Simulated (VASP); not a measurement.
Write the native input for VASP 6.6.1 that does the following.

```yaml
Task: single point
Functional: PBEsol
Potentials_or_basis: VASP PAW PBE potentials, release 64 (Zn, Ag, In_d)
Cutoff: 520 eV
k_mesh: 2 × 2 × 2, shifted
Occupations: gaussian, width 0.1 eV
Spin: no spin polarisation
Dipole_correction: no
Further_INCAR_settings: LREAL = Auto; ALGO = Normal; EDIFF = 1e-06; NBANDS = 136; ISYM = 0
```

The structure of Zn3In9Ag8 lies in POSCAR:

```
Zn3In9Ag8
1.0
   -6.1091613061      4.8354698130      2.2809906738
    5.6794601359      3.9874071526     -1.8739688637
   -1.9683269887     -4.6092795479     -7.0911722117
Zn Ag In
3 8 9
Direct
    0.0245672600      0.3083828403      0.8564911351
    0.7048219867      0.9009523001      0.5621467499
    0.2914228042      0.4318085903      0.2238103817
    0.0945689789      0.6835864937      0.8422137133
    0.4982652160      0.8462093521      0.8988033227
    0.3037730663      0.7390793699      0.4906717937
    0.4183958456      0.8131188153      0.2169538761
    1.0096717865      0.0114113137      0.9826685989
    0.7396130216      0.2557799348      0.5141961682
    0.8484583638      0.9505964192      0.3194367233
    0.4572580862      0.1739261735      0.1388954910
    0.1976571888      0.0325141356      0.7342788653
    0.1704573750      0.3978310880      0.6093541033
    0.6183517766      0.1921154998      0.7848771352
    0.6436095970      0.5950544954      0.7062555897
    0.2942529587      0.1264236056      0.3919385253
    0.8290042232      0.6031540012      0.4166072920
    0.5157277539      0.5136675932      1.0139804029
    0.8776807651      0.2581416145      0.1774922092
    0.9736964277      0.6609890086      0.1146917038
```

The cell was built by a generator and needn't be a form met in nature.

These files were run (other wordings do the same):

INCAR

```
SYSTEM = Zn3In9Ag8
PREC = Accurate
ENCUT = 520
EDIFF = 1E-6
ISMEAR = 0
SIGMA = 0.1
LREAL = Auto
LASPH = .True.
NELM = 60
ALGO = Normal
ISIF = 2
LWAVE = .False.
LCHARG = .False.
GGA = PS
NBANDS = 136
ISYM = 0
```

KPOINTS

```
Automatic mesh
0
Gamma
  2 2 2
  0.5 0.5 0.5
```

Potentials or basis: VASP PAW PBE potentials, release 64 (Zn, Ag, In_d).

Launch:

```sh
$ cat potpaw_PBE.64/Zn/POTCAR potpaw_PBE.64/Ag/POTCAR potpaw_PBE.64/In_d/POTCAR > POTCAR
$ mpirun -np 1 vasp_std > vasp.out
```

Results of the run:

- Pressure: -0.1 GPa
- Largest force: 0.036 eV/Å
- Band gap on the k mesh: none (metal or under the smearing width)

Caveat: the k mesh is coarse (spacing up to 0.52 Å⁻¹), so the values aren't converged; the PAW data sets were made with another functional, which shifts forces and pressure a little.

Run time: 5.2 min on 1 thread of AMD EPYC 9R45 (Zen 5), on a shared host, peak memory 0.53 GiB.
